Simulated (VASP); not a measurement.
Input:

```xyz
2
Lattice="2.8888 0.0000 0.0000 -1.4444 2.5018 0.0000 0.0000 0.0000 4.7801" Properties=species:S:1:pos:R:3 pbc="T T T"
Ag     0.0000     1.6678     1.1950
Ag     1.4444     0.8339     3.5851
```

Method: r2SCAN meta-GGA, VASP's PBE PAW potentials (set 64) (plane waves; VASP 6.6.1). Settings: 400 eV cut-off, 16×16×9 Γ-centred mesh, tetrahedra with Blöchl corrections, potentials Ag.

Question: What does the run give for the energy per atom (σ→0), band gap (over mesh and band path) with the smallest direct gap where there is one?

Answer: 
```
Item                                                                  Result
----------------------------------  ----------------------------------------
band gap (over mesh and band path)  none (metal, semimetal or under 0.01 eV)
energy per atom (σ→0)                                        -21.354 eV/atom
```

The absolute energy has meaning only against runs of the same code, potentials and settings.

The structure comes from a computed database's Ag entry (P6_3/mmc); how it stands against other phases isn't given here. It was relaxed first.
